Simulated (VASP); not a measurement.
These are PBEsol GGA, VASP's PBE PAW potentials (set 64) (plane waves; VASP) values and carry that method's errors.

VASP input:

File POSCAR:
```
FePt
1
    2.6858778036     0.0000000000     0.0000000000
    0.0000000000     2.6858778036     0.0000000000
    0.0000000000     0.0000000000     3.7129745308
Fe Pt
1 1
Direct
  0.0000000000   0.0000000000   0.0000000000
  0.5000000000   0.5000000000   0.5000000000
```

File KPOINTS:
```
Regular mesh
0
gamma
  12 12 9
0 0 0
```

**INCAR**
```
SYSTEM = FePt
PREC = Accurate; ENCUT = 530; LREAL = F
LASPH = T
EDIFF = 1E-7; NELM = 100; ALGO = Normal
LMAXMIX = 6
ISMEAR = 1; SIGMA = 0.1
GGA = PS
MAGMOM = 2.9 0.3
ISPIN = 2
IBRION = 6; NSW = 1; ISIF = 3
POTIM = 0.015; NFREE = 2
LWAVE = F; LCHARG = F; LORBIT = 10
```

POTCAR, in this order: Fe Pt (PBE.64 set). Program: vasp_std.

What VASP printed:

OSZICAR:
```
...
DAV:   3    -0.162848357017E+02   -0.45922E-03   -0.19135E-03 20267   0.624E-01    0.231E-01
DAV:   4    -0.162868191850E+02   -0.19835E-02   -0.29968E-03 22093   0.111E+00    0.296E-01
DAV:   5    -0.162875781283E+02   -0.75894E-03   -0.13666E-03 20583   0.884E-01    0.297E-02
DAV:   6    -0.162875710489E+02    0.70794E-05   -0.63965E-05 16975   0.791E-02    0.136E-02
DAV:   7    -0.162875954602E+02   -0.24411E-04   -0.15006E-06 21553   0.152E-02    0.847E-03
DAV:   8    -0.162876285525E+02   -0.33092E-04   -0.14656E-06 18697   0.119E-02    0.204E-03
DAV:   9    -0.162876332853E+02   -0.47328E-05   -0.58970E-08 10731   0.341E-03    0.661E-04
DAV:  10    -0.162876350093E+02   -0.17240E-05   -0.15400E-08  8862   0.129E-03    0.367E-04
DAV:  11    -0.162876350753E+02   -0.66035E-07   -0.30084E-09  8407   0.698E-04
  14 F= -.16287635E+02 E0= -.16287565E+02  d E =-.211469E-03  mag=     3.1989
       N       E                     dE             d eps       ncg     rms          rms(c)
DAV:   1    -0.162654016564E+02    0.22233E-01   -0.26433E+00 14700   0.104E+01    0.136E+00
DAV:   2    -0.162845230956E+02   -0.19121E-01   -0.27345E-02 17339   0.181E+00    0.684E-01
DAV:   3    -0.162880595533E+02   -0.35365E-02   -0.28597E-03 20680   0.107E+00    0.212E-01
DAV:   4    -0.162878150434E+02    0.24451E-03   -0.77107E-04 19748   0.721E-01    0.109E-01
DAV:   5    -0.162876343209E+02    0.18072E-03   -0.45055E-04 21779   0.356E-01    0.431E-02
DAV:   6    -0.162876360979E+02   -0.17771E-05   -0.36469E-05 20746   0.110E-01    0.113E-02
DAV:   7    -0.162876354642E+02    0.63373E-06   -0.14736E-06 18095   0.125E-02    0.638E-03
DAV:   8    -0.162876354079E+02    0.56332E-07   -0.20358E-07 15400   0.429E-03
  15 F= -.16287635E+02 E0= -.16287565E+02  d E =-.212001E-03  mag=     3.1989
       N       E                     dE             d eps       ncg     rms          rms(c)
DAV:   1    -0.162765756517E+02    0.11060E-01   -0.16732E+00  8400   0.844E+00    0.970E-01
DAV:   2    -0.162849558878E+02   -0.83802E-02   -0.12524E-02 10046   0.114E+00    0.495E-01
DAV:   3    -0.162872147091E+02   -0.22588E-02   -0.11221E-03 11542   0.536E-01    0.109E-01
DAV:   4    -0.162871586337E+02    0.56075E-04   -0.25753E-04 11480   0.406E-01    0.778E-02
DAV:   5    -0.162870815394E+02    0.77094E-04   -0.18316E-04 12674   0.258E-01    0.293E-02
DAV:   6    -0.162870895346E+02   -0.79952E-05   -0.30529E-05 12109   0.805E-02    0.719E-03
DAV:   7    -0.162870892265E+02    0.30810E-06   -0.13104E-06  9625   0.970E-03    0.333E-03
DAV:   8    -0.162870901407E+02   -0.91417E-06   -0.35646E-07  9878   0.467E-03    0.140E-03
DAV:   9    -0.162870904644E+02   -0.32372E-06   -0.81956E-08  6357   0.250E-03    0.518E-04
DAV:  10    -0.162870905316E+02   -0.67193E-07   -0.19327E-08  4830   0.131E-03
  16 F= -.16287091E+02 E0= -.16287018E+02  d E =-.218443E-03  mag=     3.1986
       N       E                     dE             d eps       ncg     rms          rms(c)
DAV:   1    -0.162648114781E+02    0.22279E-01   -0.34094E+00  8400   0.121E+01    0.134E+00
DAV:   2    -0.162836540202E+02   -0.18843E-01   -0.28924E-02 10083   0.186E+00    0.695E-01
DAV:   3    -0.162874778737E+02   -0.38239E-02   -0.30934E-03 12199   0.114E+00    0.217E-01
DAV:   4    -0.162872403286E+02    0.23755E-03   -0.81063E-04 11246   0.735E-01    0.993E-02
DAV:   5    -0.162870990070E+02    0.14132E-03   -0.28521E-04 12800   0.319E-01    0.395E-02
DAV:   6    -0.162870911725E+02    0.78344E-05   -0.44935E-05 12576   0.111E-01    0.122E-02
DAV:   7    -0.162870906527E+02    0.51983E-06   -0.15171E-06  9852   0.142E-02    0.606E-03
DAV:   8    -0.162870905409E+02    0.11178E-06   -0.17892E-07  7207   0.407E-03    0.249E-03
DAV:   9    -0.162870905444E+02   -0.35050E-08   -0.11272E-07  5956   0.326E-03
  17 F= -.16287091E+02 E0= -.16287018E+02  d E =-.218866E-03  mag=     3.1986
       N       E                     dE             d eps       ncg     rms          rms(c)
DAV:   1    -0.162805124615E+02    0.65781E-02   -0.19961E+00 14700   0.898E+00    0.697E-01
DAV:   2    -0.162867735279E+02   -0.62611E-02   -0.25119E-02 20043   0.178E+00    0.397E-01
DAV:   3    -0.162878424340E+02   -0.10689E-02   -0.11612E-03 22105   0.547E-01    0.111E-01
DAV:   4    -0.162877493671E+02    0.93067E-04   -0.23428E-04 21064   0.370E-01    0.730E-02
DAV:   5    -0.162876454312E+02    0.10394E-03   -0.37442E-04 21557   0.267E-01    0.338E-02
DAV:   6    -0.162876409015E+02    0.45297E-05   -0.24816E-05 21032   0.101E-01    0.924E-03
DAV:   7    -0.162876380797E+02    0.28218E-05   -0.67010E-06 15883   0.174E-02    0.554E-03
DAV:   8    -0.162876376380E+02    0.44170E-06   -0.17179E-06 16535   0.102E-02    0.207E-03
DAV:   9    -0.162876375258E+02    0.11227E-06   -0.19005E-07 15056   0.387E-03    0.537E-04
DAV:  10    -0.162876374413E+02    0.84424E-07   -0.46718E-08  8463   0.193E-03
  18 F= -.16287637E+02 E0= -.16287567E+02  d E =-.211337E-03  mag=     3.1988
       N       E                     dE             d eps       ncg     rms          rms(c)
DAV:   1    -0.162836873512E+02    0.39502E-02   -0.35458E+00 14728   0.105E+01    0.191E-01
DAV:   2    -0.162881882116E+02   -0.45009E-02   -0.46537E-02 19392   0.229E+00    0.174E-01
DAV:   3    -0.162880592244E+02    0.12899E-03   -0.10245E-03 17246   0.236E-01    0.126E-01
DAV:   4    -0.162876793443E+02    0.37988E-03   -0.23368E-03 16772   0.303E-01    0.497E-02
DAV:   5    -0.162876557928E+02    0.23552E-04   -0.10559E-04 20792   0.193E-01    0.399E-02
DAV:   6    -0.162876445199E+02    0.11273E-04   -0.22029E-05 20646   0.116E-01    0.225E-02
DAV:   7    -0.162876378858E+02    0.66341E-05   -0.14988E-05 16856   0.261E-02    0.825E-03
DAV:   8    -0.162876374483E+02    0.43750E-06   -0.21759E-06 21733   0.112E-02    0.200E-03
DAV:   9    -0.162876373837E+02    0.64674E-07   -0.15818E-07 12194   0.244E-03
  19 F= -.16287637E+02 E0= -.16287567E+02  d E =-.211497E-03  mag=     3.1989
       N       E                     dE             d eps       ncg     rms          rms(c)
DAV:   1    -0.162838045067E+02    0.38329E-02   -0.22981E+00  8414   0.855E+00    0.140E-01
DAV:   2    -0.162873109757E+02   -0.35065E-02   -0.35601E-02 11105   0.209E+00    0.118E-01
DAV:   3    -0.162872478128E+02    0.63163E-04   -0.74557E-04  9660   0.195E-01    0.741E-02
DAV:   4    -0.162870984960E+02    0.14932E-03   -0.62848E-04 10732   0.189E-01    0.358E-02
DAV:   5    -0.162871072714E+02   -0.87755E-05   -0.70150E-05 12755   0.183E-01    0.356E-02
DAV:   6    -0.162870985371E+02    0.87344E-05   -0.16572E-05 11681   0.102E-01    0.167E-02
DAV:   7    -0.162870936534E+02    0.48836E-05   -0.94811E-06 10150   0.190E-02    0.660E-03
DAV:   8    -0.162870936544E+02   -0.94769E-09   -0.14964E-06 12762   0.972E-03    0.266E-03
DAV:   9    -0.162870939914E+02   -0.33701E-06   -0.54380E-07  9156   0.427E-03    0.462E-04
DAV:  10    -0.162870941414E+02   -0.15001E-06   -0.16716E-08  4711   0.121E-03    0.224E-04
DAV:  11    -0.162870941854E+02   -0.44036E-07   -0.45345E-09  4662   0.842E-04
  20 F= -.16287094E+02 E0= -.16287021E+02  d E =-.218513E-03  mag=     3.1986
       N       E                     dE             d eps       ncg     rms          rms(c)
DAV:   1    -0.162806669827E+02    0.64272E-02   -0.47572E+00  8414   0.122E+01    0.194E-01
DAV:   2    -0.162878421038E+02   -0.71751E-02   -0.73566E-02 11601   0.290E+00    0.203E-01
DAV:   3    -0.162876754212E+02    0.16668E-03   -0.10627E-03  9283   0.222E-01    0.151E-01
DAV:   4    -0.162871015576E+02    0.57386E-03   -0.14587E-03  9597   0.226E-01    0.632E-02
DAV:   5    -0.162871335361E+02   -0.31978E-04   -0.26191E-04 12123   0.121E-01    0.504E-02
DAV:   6    -0.162871029904E+02    0.30546E-04   -0.46094E-05 12142   0.795E-02    0.244E-02
DAV:   7    -0.162870962831E+02    0.67074E-05   -0.11409E-05 12815   0.474E-02    0.136E-02
DAV:   8    -0.162870943040E+02    0.19791E-05   -0.61783E-06 11362   0.215E-02    0.350E-03
DAV:   9    -0.162870942134E+02    0.90574E-07   -0.62591E-07 10107   0.500E-03
  21 F= -.16287094E+02 E0= -.16287021E+02  d E =-.218547E-03  mag=     3.1986
```

File OUTCAR:
```
------------------------ aborting loop because EDIFF is reached ----------------------------------------
  FORCE on cell =-STRESS in cart. coord.  units (eV):
  Direction    XX          YY          ZZ          XY          YZ          ZX
  --------------------------------------------------------------------------------------
  Total        0.0384602      0.0384602      0.0393572      0.0000000      0.0000000     -0.0000000
  in kB        2.3005309      2.3005309      2.3541829      0.0000000      0.0000000     -0.0000000
  external PRESSURE =       2.3184149 kB  Pullay stress =       0.0000000 kB
  volume of cell :       26.79
      direct lattice vectors                 reciprocal lattice vectors
     2.685877804  0.000000000  0.000000000     0.372317757  0.000000000  0.000000000
     0.000000000  2.685877804  0.000000000     0.000000000  0.372317757  0.000000000
     0.000000000  0.000000000  3.712974531     0.000000000  0.000000000  0.269325844
 POSITION                                       TOTAL-FORCE (eV/Angst)
 -----------------------------------------------------------------------------------
      0.00000      0.00000      0.00000        -0.000000      0.000000     -0.138840
      1.34294      1.34294      1.84149         0.000000      0.000000      0.138840
 -----------------------------------------------------------------------------------
    total drift:                                0.000000     -0.000000      0.000584
  FREE ENERGIE OF THE ION-ELECTRON SYSTEM (eV)
  ---------------------------------------------------
  free  energy   TOTEN  =       -16.2870942134 eV

  energy  without entropy=      -16.2868756667  energy(sigma->0) =      -16.28702136

   1 f  =    7.213808 THz    45.325689 2PiTHz  240.626718 cm-1    29.833897 meV
             X         Y         Z           dx          dy          dz
      0.000000  0.000000  0.000000     0.000000    0.000000   -0.881635
      1.342939  1.342939  1.856487     0.000000   -0.000000    0.471932

   2 f  =    4.965643 THz    31.200056 2PiTHz  165.636024 cm-1    20.536240 meV
             X         Y         Z           dx          dy          dz
      0.000000  0.000000  0.000000     0.881549    0.000000    0.000000
      1.342939  1.342939  1.856487    -0.472092    0.000000    0.000000

   3 f  =    4.965643 THz    31.200056 2PiTHz  165.636024 cm-1    20.536240 meV
             X         Y         Z           dx          dy          dz
      0.000000  0.000000  0.000000     0.000000    0.881549    0.000000
      1.342939  1.342939  1.856487     0.000000   -0.472092   -0.000000

   4 f/i=    0.001365 THz     0.008576 2PiTHz    0.045528 cm-1     0.005645 meV
             X         Y         Z           dx          dy          dz
      0.000000  0.000000  0.000000     0.000000    0.000000    0.471932
      1.342939  1.342939  1.856487     0.000000    0.000000    0.881635

   5 f/i=    0.001841 THz     0.011566 2PiTHz    0.061402 cm-1     0.007613 meV
             X         Y         Z           dx          dy          dz
      0.000000  0.000000  0.000000     0.000000    0.472092   -0.000000
      1.342939  1.342939  1.856487     0.000000    0.881549   -0.000000

   6 f/i=    0.001841 THz     0.011566 2PiTHz    0.061402 cm-1     0.007613 meV
             X         Y         Z           dx          dy          dz
      0.000000  0.000000  0.000000     0.472092   -0.000000    0.000000
      1.342939  1.342939  1.856487     0.881549    0.000000    0.000000

 ELASTIC MODULI CONTR FROM IONIC RELAXATION (kBar)
 Direction    XX          YY          ZZ          XY          YZ          ZX
 --------------------------------------------------------------------------------
 XX           0.0000      0.0000      0.0000      0.0000      0.0000      0.0000
 YY           0.0000      0.0000      0.0000      0.0000      0.0000      0.0000
 ZZ           0.0000      0.0000      0.0000      0.0000      0.0000      0.0000
 XY           0.0000      0.0000      0.0000      0.0000      0.0000      0.0000
 YZ           0.0000      0.0000      0.0000      0.0000      0.0000      0.0000
 ZX           0.0000      0.0000      0.0000      0.0000      0.0000      0.0000
 --------------------------------------------------------------------------------

 TOTAL ELASTIC MODULI (kBar)
 Direction    XX          YY          ZZ          XY          YZ          ZX
 --------------------------------------------------------------------------------
 XX        4252.6852    800.9231   1845.4606      0.0000      0.0000      0.0000
 YY         800.9231   4252.6852   1845.4606      0.0000      0.0000      0.0000
 ZZ        1845.4606   1845.4606   3403.5760      0.0000     -0.0000      0.0000
 XY           0.0000      0.0000      0.0000    579.0705      0.0000      0.0000
 YZ           0.0000      0.0000     -0.0000      0.0000   1356.4429      0.0000
 ZX           0.0000      0.0000      0.0000      0.0000      0.0000   1356.4425
 --------------------------------------------------------------------------------
```
(Selected blocks of OUTCAR.)

Finite-difference elastic constants of metals are sensitive to mesh and smearing; shear constants can be off by tens of GPa.

The compound is FePt in the L1_0 structure. It was relaxed first.
